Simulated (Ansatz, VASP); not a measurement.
# One calculation of Hg3Pt, two programs

```
CELL_PARAMETERS angstrom
-2.11611 2.11611 4.66321
2.11611 -2.11611 4.66321
2.11611 2.11611 -4.66321
ATOMIC_POSITIONS crystal
Hg 0.50000 0.50000 0.00000
Hg 0.25000 0.75000 0.50000
Hg 0.75000 0.25000 0.50000
Pt 0.00000 0.00000 0.00000
```

Change from the starting cell: volume scaled by 1.02.

Alike in both runs: task single point; functional PBE; k mesh 9 × 9 × 9; occupations fermi-dirac, width 0.05 eV; no spin polarisation.

```csv
,VASP,Ansatz
version,VASP 6.6.1,Ansatz 0.2.0
potentials or method,"VASP PAW PBE potentials, release 64 (Hg, Pt)",Ansatz PAW
plane-wave cutoff (eV),520,420
valence electrons in the cell,46,78
```

Ansatz gave:

```
gap on the k mesh at the Fermi level (eV)       : none
pressure (GPa)                                  : -2.4
largest component of the traceless stress (GPa) : 0.01
```

Estimate VASP's values.

gap on the k mesh at the Fermi level (eV): none; pressure (GPa): -1.9; largest component of the traceless stress (GPa): 0.09.

A gap of «none» marks a metal or a gap that the smearing closes. The functional is the same, so the differences come from potentials, cutoffs and numerics. The two sets of potentials don't hold the same shells in valence.

Spin-orbit coupling is left out, which matters for the levels of Hg, Pt.
